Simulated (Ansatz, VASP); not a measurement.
# GaAs: VASP beside Ansatz

One calculation is typed for both programs; each brings its own data sets. How far apart do they land? The cell is taken from a series of runs on this material, whose earlier steps may have relaxed, scaled, displaced or heated it; both programs get it as it stands.

Method: plane waves, with VASP 6.6.1 beside it; zone-centre phonons at LDA, in Ansatz 0.2.0.

### 1. The starting structure

Symmetry: F-43m, No. 216, cubic system. Conventional cell: a = 5.603 Å, b = 5.603 Å, c = 5.603 Å, α = 90.00°, β = 90.00°, γ = 90.00°. Nearest to Ga lie 4 As at 2.43 Å. Nearest to As lie 4 Ga at 2.43 Å. Farther neighbours are not listed.

As a file:

```xyz
2
Lattice="0.0000 2.8016 2.8016 2.8016 0.0000 2.8016 2.8016 2.8016 0.0000" Properties=species:S:1:pos:R:3 pbc="T T T"
Ga    0.0000    0.0000    0.0000
As    1.4008    1.4008    1.4008
```

### 2. VASP: zone-centre phonons, LDA

Second derivatives magnify differences that forces hide, and they need a tight electronic threshold.

Lines of VASP's logs that name or quote its potential files are left out, and so is its time.

INCAR

```
SYSTEM = GaAs
PREC = Accurate
ENCUT = 500
EDIFF = 1E-08
NELM = 120
ISMEAR = 0
SIGMA = 0.01
LREAL = .FALSE.
ALGO = Normal
GGA = PW92
NBANDS = 15
LORBIT = 11
LWAVE = .FALSE.
LCHARG = .FALSE.
ISIF = 2
IBRION = 8
LEPSILON = .TRUE.
LASPH = .TRUE.
GGA_COMPAT = .FALSE.
EFERMI = MIDGAP
```

POSCAR

```
GaAs
1.0
    0.0000000000      2.8015628244      2.8015628244
    2.8015628244      0.0000000000      2.8015628244
    2.8015628244      2.8015628244      0.0000000000
Ga As
1 1
Direct
    0.0000000000      0.0000000000      0.0000000000
    0.2500000000      0.2500000000      0.2500000000
```

KPOINTS

```
Automatic mesh
0
Gamma
12 12 12
0 0 0
```

Potentials, in the order of the species: Ga_d and As (LDA family, release 64).

Started as:

```
mpirun -np 1 vasp_std
```

Numbers of over 12 decimals in the logs are rounded to 6 here.

The program printed:

```text
[banner, memory and clock lines left out]
running    1 mpi-ranks, on    1 nodes
 distrk:  each k-point on    1 cores,    1 groups
 distr:  one band on    1 cores,    1 groups

 POSCAR found type information on POSCAR GaAs
 POSCAR found :  2 types and       2 ions
|                                                                             |
|               ----> ADVICE to this user running VASP <----                  |
|                                                                             |
|     You enforced a specific xc type in the INCAR file but a different       |
|     [... a line on the potential file left out ...]
|     I HOPE YOU KNOW WHAT YOU ARE DOING!                                     |
|                                                                             |

 LDA part: xc-table for (Slater(with rela. corr.)+PW92), standard interpolation
 POSCAR, INCAR and KPOINTS ok, starting setup
 FFT: planning ... GRIDC
 FFT: planning ... GRID_SOFT
 FFT: planning ... GRID
 WAVECAR not read
 entering main loop
       N       E                     dE             d eps       ncg     rms          rms(c)
DAV:   1     0.788843722340E+02    0.78884E+02   -0.89090E+03  2215   0.161E+03
DAV:   2    -0.351224269250E+01   -0.82397E+02   -0.79041E+02  2405   0.306E+02
DAV:   3    -0.977074730504E+01   -0.62585E+01   -0.62329E+01  2685   0.678E+01
DAV:   4    -0.987054848445E+01   -0.99801E-01   -0.99772E-01  2491   0.952E+00
DAV:   5    -0.987206307241E+01   -0.15146E-02   -0.15146E-02  2804   0.106E+00    0.307E+00
DAV:   6    -0.968264805846E+01    0.18942E+00   -0.23006E-01  3310   0.882E+00    0.180E+00
DAV:   7    -0.963982400890E+01    0.42824E-01   -0.67741E-02  3081   0.202E+00    0.525E-01
DAV:   8    -0.963664798285E+01    0.31760E-02   -0.91083E-03  2678   0.111E+00    0.110E-01
DAV:   9    -0.963661680388E+01    0.31179E-04   -0.71721E-04  2721   0.339E-01    0.415E-02
DAV:  10    -0.963662146981E+01   -0.46659E-05   -0.41086E-05  3316   0.708E-02    0.217E-02
DAV:  11    -0.963662623675E+01   -0.47669E-05   -0.66632E-06  2545   0.405E-02    0.245E-03
DAV:  12    -0.963662612142E+01    0.11534E-06   -0.47596E-07  3112   0.101E-02    0.194E-03
DAV:  13    -0.963662612208E+01   -0.66120E-09   -0.68744E-08  2693   0.211E-03
   1 F= -.96366261E+01 E0= -.96366261E+01  d E =0.000000E+00
 Linear response reoptimize wavefunctions to high precision
DAV:   1    -0.963662612224E+01   -0.16189E-09   -0.12051E-09  2092   0.295E-04
DAV:   2    -0.963662612225E+01   -0.13188E-10   -0.10206E-10  1577   0.105E-04
 Linear response G [H, r] |phi>, progress :
  Direction:   1
       N       E                     dE             d eps       ncg     rms
RMM:   1    -0.423336998914E+02   -0.42334E+02    0.22925E+02  2534   0.231E+02
RMM:   2    -0.534271800700E+02   -0.11093E+02   -0.37817E+01  4428   0.353E+01
RMM:   3    -0.541979117017E+02   -0.77073E+00   -0.24596E+00  4309   0.834E+00
RMM:   4    -0.542217942857E+02   -0.23883E-01   -0.14542E-01  4616   0.254E+00
RMM:   5    -0.542243868223E+02   -0.25925E-02    0.68050E-03  4640   0.625E-01
RMM:   6    -0.542260828110E+02   -0.16960E-02    0.48290E-03  4766   0.197E-01
RMM:   7    -0.542264837877E+02   -0.40098E-03    0.20234E-03  4803   0.663E-02
RMM:   8    -0.542266491299E+02   -0.16534E-03    0.54078E-04  4865   0.262E-02
RMM:   9    -0.542266990989E+02   -0.49969E-04    0.64971E-05  4803   0.119E-02
RMM:  10    -0.542267154454E+02   -0.16347E-04   -0.93965E-05  4641   0.641E-03
RMM:  11    -0.542267105858E+02    0.48596E-05   -0.44399E-05  4130   0.425E-03
RMM:  12    -0.542267124391E+02   -0.18533E-05   -0.62877E-05  3549   0.330E-03
RMM:  13    -0.542267085446E+02    0.38945E-05   -0.23792E-05  2973   0.298E-03
RMM:  14    -0.542267073145E+02    0.12302E-05   -0.11564E-05  2672   0.275E-03
RMM:  15    -0.542267099430E+02   -0.26286E-05   -0.37778E-05  2489   0.273E-03
RMM:  16    -0.542267068365E+02    0.31066E-05   -0.67521E-06  2413   0.262E-03
RMM:  17    -0.542267071928E+02   -0.35634E-06   -0.10220E-05  2359   0.267E-03
 Linear response G [H, r] |phi>, progress :
  Direction:   2
       N       E                     dE             d eps       ncg     rms
RMM:   1    -0.416063488686E+02   -0.41606E+02    0.20216E+02  2567   0.231E+02
RMM:   2    -0.555907585750E+02   -0.13984E+02   -0.30306E+01  4402   0.342E+01
RMM:   3    -0.569908097989E+02   -0.14001E+01   -0.23666E+00  4317   0.821E+00
RMM:   4    -0.570187877669E+02   -0.27978E-01   -0.11226E-01  4588   0.245E+00
RMM:   5    -0.570236703795E+02   -0.48826E-02    0.75839E-03  4581   0.603E-01
RMM:   6    -0.570253771026E+02   -0.17067E-02    0.52386E-03  4683   0.182E-01
RMM:   7    -0.570257898563E+02   -0.41275E-03    0.21242E-03  4747   0.612E-02
RMM:   8    -0.570259565161E+02   -0.16666E-03    0.62067E-04  4792   0.233E-02
RMM:   9    -0.570260096586E+02   -0.53143E-04    0.10708E-04  4759   0.102E-02
[...]
N       E                     dE             d eps       ncg     rms          rms(c)
RMM:   1    -0.251672443041E+00   -0.25167E+00    0.80334E+00  2332   0.925E+00
RMM:   2    -0.258805135083E+01   -0.23364E+01   -0.28437E-02  4195   0.200E+00
RMM:   3    -0.260234681350E+01   -0.14295E-01   -0.34036E-02  4564   0.589E-01
RMM:   4    -0.260272362268E+01   -0.37681E-03   -0.81649E-04  4601   0.118E-01
[...]
RMM:  12    -0.212043667771E+01   -0.27576E-06   -0.29884E-08 12991   0.179E-04    0.102E-05
RMM:  13    -0.212043642937E+01    0.24834E-06   -0.12592E-07  7323   0.854E-05    0.272E-06
 change of polarisation eV/A/(eV/A) component  1 :     4.055     1.021     0.495
 dielectric tensor                  component  1 :    17.686     4.203     2.038
 Linear response to external field, progress :
  Direction:   2
       N       E                     dE             d eps       ncg     rms          rms(c)
RMM:   1    -0.226535781434E+00   -0.22654E+00    0.59124E+00  9058   0.824E+00
RMM:   2    -0.210480420961E+01   -0.18783E+01   -0.30829E-02 16254   0.183E+00    0.167E+00
RMM:   3    -0.206889549511E+01    0.35909E-01   -0.34105E-02 16655   0.107E+00    0.987E-01
RMM:   4    -0.211350234703E+01   -0.44607E-01   -0.35012E-02 16664   0.118E+00    0.109E-01
RMM:   5    -0.211548914123E+01   -0.19868E-02   -0.28206E-03 16487   0.333E-01    0.339E-02
RMM:   6    -0.212025453380E+01   -0.47654E-02   -0.15964E-04 17286   0.104E-01    0.188E-02
RMM:   7    -0.212016277623E+01    0.91758E-04    0.87244E-06 16631   0.361E-02    0.240E-03
RMM:   8    -0.212050168334E+01   -0.33891E-03    0.83009E-06 17326   0.111E-02    0.837E-04
RMM:   9    -0.212046075755E+01    0.40926E-04    0.18444E-06 17795   0.375E-03    0.402E-04
RMM:  10    -0.212044524989E+01    0.15508E-04    0.11009E-06 17534   0.120E-03    0.148E-04
RMM:  11    -0.212043495801E+01    0.10292E-04   -0.12689E-07 17542   0.489E-04    0.104E-05
RMM:  12    -0.212043524031E+01   -0.28229E-06   -0.12609E-08 12947   0.179E-04    0.103E-05
RMM:  13    -0.212043499374E+01    0.24656E-06   -0.19607E-07  7290   0.853E-05    0.270E-06
 change of polarisation eV/A/(eV/A) component  2 :     0.930     4.055     0.497
 dielectric tensor                  component  2 :     3.828    17.686     2.046
 Linear response to external field, progress :
  Direction:   3
       N       E                     dE             d eps       ncg     rms          rms(c)
RMM:   1    -0.223818954611E+00   -0.22382E+00    0.59396E+00  9056   0.823E+00
RMM:   2    -0.210440828000E+01   -0.18806E+01   -0.27965E-02 16251   0.183E+00    0.167E+00
RMM:   3    -0.206889147791E+01    0.35517E-01   -0.34176E-02 16655   0.107E+00    0.987E-01
RMM:   4    -0.211349778811E+01   -0.44606E-01   -0.35055E-02 16656   0.118E+00    0.109E-01
RMM:   5    -0.211549417579E+01   -0.19964E-02   -0.28206E-03 16493   0.333E-01    0.339E-02
RMM:   6    -0.212025466515E+01   -0.47605E-02   -0.16732E-04 17283   0.104E-01    0.188E-02
RMM:   7    -0.212016392374E+01    0.90741E-04    0.42185E-06 16628   0.361E-02    0.239E-03
RMM:   8    -0.212050140659E+01   -0.33748E-03    0.81616E-06 17319   0.111E-02    0.835E-04
RMM:   9    -0.212046060582E+01    0.40801E-04    0.20816E-06 17796   0.375E-03    0.401E-04
RMM:  10    -0.212044521784E+01    0.15388E-04    0.11652E-06 17539   0.120E-03    0.148E-04
RMM:  11    -0.212043487592E+01    0.10342E-04   -0.66076E-08 17534   0.490E-04    0.105E-05
RMM:  12    -0.212043517587E+01   -0.29995E-06   -0.54740E-08 12983   0.179E-04    0.103E-05
RMM:  13    -0.212043492536E+01    0.25051E-06   -0.20116E-07  7305   0.854E-05    0.273E-06
 change of polarisation eV/A/(eV/A) component  3 :     0.775     0.742     4.055
 dielectric tensor                  component  3 :     3.190     3.052    17.686
 Linear response DOF=           2
 Linear response progress:
  Degree of freedom:   1/  2
       N       E                     dE             d eps       ncg     rms          rms(c)
RMM:   1    -0.167240631780E+00   -0.16724E+00    0.10923E-01 10626   0.856E+00
RMM:   2    -0.165510260842E+00    0.17304E-02   -0.25420E-02 16075   0.136E+00    0.442E-02
RMM:   3    -0.165757763388E+00   -0.24750E-03   -0.34781E-03 16778   0.403E-01    0.280E-02
RMM:   4    -0.165629119997E+00    0.12864E-03   -0.16199E-03 17743   0.173E-01    0.935E-03
RMM:   5    -0.165607949983E+00    0.21170E-04    0.38028E-08 17383   0.406E-02    0.354E-03
RMM:   6    -0.165609805005E+00   -0.18550E-05    0.23111E-05 17361   0.147E-02    0.472E-04
RMM:   7    -0.165608540457E+00    0.12645E-05    0.98952E-06 17192   0.601E-03    0.265E-04
RMM:   8    -0.165609977666E+00   -0.14372E-05    0.43481E-06 17372   0.254E-03    0.780E-05
RMM:   9    -0.165610690239E+00   -0.71257E-06    0.31912E-06 17237   0.109E-03    0.243E-05
RMM:  10    -0.165610936639E+00   -0.24640E-06    0.14522E-06 17653   0.493E-04    0.117E-05
RMM:  11    -0.165610947526E+00   -0.10887E-07    0.85997E-07 17187   0.225E-04    0.385E-06
RMM:  12    -0.165610987549E+00   -0.40023E-07    0.43734E-07 17274   0.110E-04    0.313E-06
RMM:  13    -0.165611020055E+00   -0.32506E-07    0.32874E-07 17352   0.560E-05    0.117E-06
RMM:  14    -0.165611050009E+00   -0.29954E-07    0.15749E-07 17610   0.307E-05    0.262E-07
RMM:  15    -0.165611055181E+00   -0.51723E-08    0.89225E-08 14101   0.186E-05    0.950E-08
 first order change of Fermi-energy  -0.10497E+01
 force on displaced ion       1 direction 1 :  -9.758  -0.000  -0.000
 Born effective charge ion    1 direction 1 :   2.047   0.000   0.000
 Linear response progress:
  Degree of freedom:   2/  2
       N       E                     dE             d eps       ncg     rms          rms(c)
RMM:   1    -0.452128613104E-01   -0.45213E-01    0.61083E-02 18823   0.155E+00
RMM:   2    -0.444546588943E-01    0.75820E-03   -0.43135E-03 15030   0.411E-01    0.828E-02
RMM:   3    -0.444160796063E-01    0.38579E-04   -0.38165E-04 16804   0.131E-01    0.455E-02
RMM:   4    -0.445758380234E-01   -0.15976E-03   -0.34325E-05 16658   0.573E-02    0.411E-03
RMM:   5    -0.445808717652E-01   -0.50337E-05   -0.19737E-06 17365   0.172E-02    0.235E-03
RMM:   6    -0.445691118326E-01    0.11760E-04   -0.10807E-06 16656   0.527E-03    0.668E-04
RMM:   7    -0.445690440772E-01    0.67755E-07   -0.27319E-07 17244   0.188E-03    0.324E-04
RMM:   8    -0.445676789355E-01    0.13651E-05   -0.88586E-08 16838   0.731E-04    0.399E-05
RMM:   9    -0.445675938223E-01    0.85113E-07   -0.60778E-10 17619   0.249E-04    0.148E-05
RMM:  10    -0.445675202055E-01    0.73617E-07    0.97789E-10 16790   0.949E-05    0.455E-06
RMM:  11    -0.445675177412E-01    0.24643E-08   -0.16201E-09 16869   0.379E-05    0.144E-06
 first order change of Fermi-energy   0.10500E+01
 force on displaced ion       2 direction 1 :  -9.712   0.000   0.000
 Born effective charge ion    2 direction 1 :  -2.111   0.000   0.000
 Born effective charges drift removed
 Linear response finished
```

Parts of OUTCAR (step 2):

```text
ion  position               nearest neighbor table
   1  0.000  0.000  0.000-   2 2.43   2 2.43   2 2.43   2 2.43
   2  0.250  0.250  0.250-   1 2.43   1 2.43   1 2.43   1 2.43

  LATTYP: Found a face centered cubic cell.
 ALAT       =     5.6031256488

 Subroutine GETGRP returns: Found 24 space group operations
 (whereof 24 operations were pure point group operations)

The static configuration has the point symmetry T_d .

 Found     72 irreducible k-points:

   k-points           NKPTS =     72   k-points in BZ     NKDIM =     72   number of bands    NBANDS=     15

   dimension x,y,z NGX =    30 NGY =   30 NGZ =   30
   dimension x,y,z NGXF=    60 NGYF=   60 NGZF=   60

   ENCUT  =  500.0 eV  36.75 Ry    6.06 a.u.   7.22  7.22  7.22*2*pi/ulx,y,z

   NELECT =      18.0000    total number of electrons

 k-points in reciprocal lattice and weights: Automatic mesh
   0.00000000  0.00000000  0.00000000       0.001
   0.08333333  0.00000000  0.00000000       0.005
   0.16666667  0.00000000  0.00000000       0.005
   0.25000000  0.00000000  0.00000000       0.005
   0.33333333  0.00000000  0.00000000       0.005
   0.41666667  0.00000000  0.00000000       0.005
   0.50000000  0.00000000  0.00000000       0.002
   0.08333333  0.08333333  0.00000000       0.003
   0.16666667  0.08333333  0.00000000       0.014
[...]
-0.33333333  0.50000000  0.16666667       0.007
  -0.25000000  0.50000000  0.25000000       0.003

 average (electrostatic) potential at core
       1 -67.3084       2 -53.5591

  Total        0.0756403      0.0756403      0.0756403      0.0000000      0.0000000      0.0000000
  in kB        2.7557042      2.7557042      2.7557042      0.0000000      0.0000000      0.0000000
  external PRESSURE =       2.7557042 kB  Pullay stress =       0.0000000 kB

  energy-cutoff  :      500.00
  volume of cell :       43.98
      direct lattice vectors                 reciprocal lattice vectors
     0.000000000  2.801562824  2.801562824    -0.178471814  0.178471814  0.178471814
     2.801562824  0.000000000  2.801562824     0.178471814 -0.178471814  0.178471814
     2.801562824  2.801562824  0.000000000     0.178471814  0.178471814 -0.178471814

 POSITION                                       TOTAL-FORCE (eV/Angst)
 -----------------------------------------------------------------------------------
      0.00000      0.00000      0.00000        -0.000000      0.000000      0.000000
      1.40078      1.40078      1.40078         0.000000     -0.000000     -0.000000
 -----------------------------------------------------------------------------------
    total drift:                               -0.000001     -0.000001     -0.000000

 MACROSCOPIC STATIC DIELECTRIC TENSOR (including local field effects in DFT)
 ------------------------------------------------------
          17.685710    -0.000000    -0.000000
           0.000000    17.685710    -0.000000
           0.000000     0.000000    17.685710
 ------------------------------------------------------

 PIEZOELECTRIC TENSOR (including local field effects)  for field in x, y, z        (C/m^2)
          XX          YY          ZZ          XY          YZ          ZX
  --------------------------------------------------------------------------------
  x     0.00000    -0.00000     0.00000     0.00000    -0.82393     0.00000
  y    -0.00000    -0.00000     0.00000     0.00000     0.00000    -0.82393
  z    -0.00000     0.00000     0.00000    -0.82393     0.00000     0.00000

 BORN EFFECTIVE CHARGES (including local field effects) (in |e|, cummulative output)
 ---------------------------------------------------------------------------------
 ion    1
    1     2.07445     0.00000     0.00000
    2     0.00000     2.07445     0.00000
    3     0.00000     0.00000     2.07445
 ion    2
    1    -2.07445    -0.00000     0.00000
    2     0.00000    -2.07445    -0.00000
    3     0.00000     0.00000    -2.07445

 Eigenvectors and eigenvalues of the dynamical matrix
 ----------------------------------------------------

   1 f  =    8.116948 THz    51.000287 2PiTHz  270.752232 cm-1    33.568983 meV
             X         Y         Z           dx          dy          dz
      0.000000  0.000000  0.000000     0.000000    0.720523    0.000000
      1.400781  1.400781  1.400781     0.000000   -0.693431    0.000000

   2 f  =    8.116948 THz    51.000287 2PiTHz  270.752232 cm-1    33.568983 meV
             X         Y         Z           dx          dy          dz
      0.000000  0.000000  0.000000     0.720523    0.000000    0.000000
      1.400781  1.400781  1.400781    -0.693431    0.000000    0.000000

   3 f  =    8.116948 THz    51.000287 2PiTHz  270.752232 cm-1    33.568983 meV
             X         Y         Z           dx          dy          dz
      0.000000  0.000000  0.000000     0.000000    0.000000    0.720523
      1.400781  1.400781  1.400781     0.000000    0.000000   -0.693431

   4 f/i=    0.009601 THz     0.060324 2PiTHz    0.320252 cm-1     0.039706 meV
             X         Y         Z           dx          dy          dz
      0.000000  0.000000  0.000000    -0.693431    0.000000    0.000000
      1.400781  1.400781  1.400781    -0.720523    0.000000    0.000000

   5 f/i=    0.009601 THz     0.060324 2PiTHz    0.320252 cm-1     0.039706 meV
             X         Y         Z           dx          dy          dz
      0.000000  0.000000  0.000000     0.000000   -0.693431    0.000000
      1.400781  1.400781  1.400781     0.000000   -0.720523    0.000000

   6 f/i=    0.009601 THz     0.060324 2PiTHz    0.320252 cm-1     0.039706 meV
             X         Y         Z           dx          dy          dz
      0.000000  0.000000  0.000000     0.000000    0.000000   -0.693431
      1.400781  1.400781  1.400781     0.000000    0.000000   -0.720523

 MACROSCOPIC STATIC DIELECTRIC TENSOR IONIC CONTRIBUTION
 ------------------------------------------------------
           1.818913     0.000000     0.000000
           0.000000     1.818913     0.000000
           0.000000     0.000000     1.818913
 ------------------------------------------------------

 ELASTIC MODULI CONTR FROM IONIC RELAXATION (kBar)
 Direction    XX          YY          ZZ          XY          YZ          ZX
 --------------------------------------------------------------------------------
 XX          -0.0000     -0.0000      0.0000     -0.0000      0.0000     -0.0000
 YY          -0.0000     -0.0000     -0.0000     -0.0000     -0.0000     -0.0000
 ZZ           0.0000     -0.0000     -0.0000      0.0000     -0.0000     -0.0000
 XY          -0.0000     -0.0000      0.0000   -205.2338      0.0000      0.0000
 YZ           0.0000     -0.0000     -0.0000      0.0000   -205.2338      0.0000
 ZX          -0.0000     -0.0000     -0.0000      0.0000      0.0000   -205.2338
 --------------------------------------------------------------------------------

 PIEZOELECTRIC TENSOR IONIC CONTR  for field in x, y, z        (C/m^2)
          XX          YY          ZZ          XY          YZ          ZX
  --------------------------------------------------------------------------------
  x    -0.00000     0.00000     0.00000     0.00000     0.57491     0.00000
  y     0.00000     0.00000     0.00000     0.00000     0.00000     0.57491
  z     0.00000     0.00000    -0.00000     0.57491     0.00000     0.00000
```

With a direct gap this small, the dielectric response converges slowly with the mesh, so tensor and charges are uncertain; a mesh that holds the point of the least gap tends to give too large a tensor.

(Continued in part 2 of 2.)

[Lines on the potential files, build, host, timing and source positions are cut from VASP's logs without a mark.]

[Logs are printed without paths, hosts, clocks, repeated set-up lines and the standing remarks that a program may print on its own settings, such as how far it seeks lower states.]

[Hosts, paths, dates, database ids (printed as entryN), source tags and the programs' standing remarks are cut or masked in the printed files.]
